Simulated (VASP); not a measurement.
Data:

```
CELL_PARAMETERS angstrom
      4.17141     0.00000     0.00000
      0.00000     4.17141     0.00000
      0.00000     0.00000    26.69568
ATOMIC_POSITIONS crystal
  Pb 0.00000 0.50000 0.33426
  Pb 0.50000 0.00000 0.44475
  Pb 0.00000 0.50000 0.55525
  Pb 0.50000 0.00000 0.66574
  S  0.00000 0.50000 0.44475
  S  0.50000 0.00000 0.33426
  S  0.00000 0.50000 0.66574
  S  0.50000 0.00000 0.55525
```

Level of theory: PBEsol GGA, VASP's PBE PAW potentials (set 64) (plane waves; VASP). Numerical set-up: PREC = Normal, EDIFF = 1E-5, 400 eV cut-off, 5×5×1 Γ-centred mesh, Gaussian smearing of 0.050 eV, potentials Pb_d S.

### Question
The ions are relaxed. Predict the relaxed structure.

### Answer

```
CELL_PARAMETERS angstrom
      4.17141     0.00000     0.00000
      0.00000     4.17141     0.00000
      0.00000     0.00000    26.69568
ATOMIC_POSITIONS crystal
  Pb 0.00000 0.50000 0.33677
  Pb 0.50000 0.00000 0.44131
  Pb 0.00000 0.50000 0.55869
  Pb 0.50000 0.00000 0.66323
  S  0.00000 0.50000 0.43904
  S  0.50000 0.00000 0.33861
  S  0.00000 0.50000 0.66139
  S  0.50000 0.00000 0.56096
```

### Question
How much energy does the relaxation gain?

### Answer
The energy (σ→0) changes by -23.0 meV/atom, in 11 ionic steps.

```
step  E(σ→0) (eV)  max force (eV/Å)  pressure (GPa)  volume (Å³)
----  -----------  ----------------  --------------  -----------
1        -37.1586             0.449           -0.74       464.52
2        -37.2109             0.383           -0.67       464.52
3        -37.3177             0.198           -0.32       464.52
4        -37.1159             1.194            1.17       464.52
5        -37.3308             0.168           -0.14       464.52
6        -37.3330             0.142           -0.03       464.52
7        -37.3331             0.140           -0.05       464.52
8        -37.3373             0.055           -0.04       464.52
9        -37.3378             0.082           -0.01       464.52
10       -37.3401             0.064           -0.02       464.52
11       -37.3427             0.022           -0.03       464.52
```

The cell is a thin slab with vacuum, built from PbS (rock salt): (100) face.
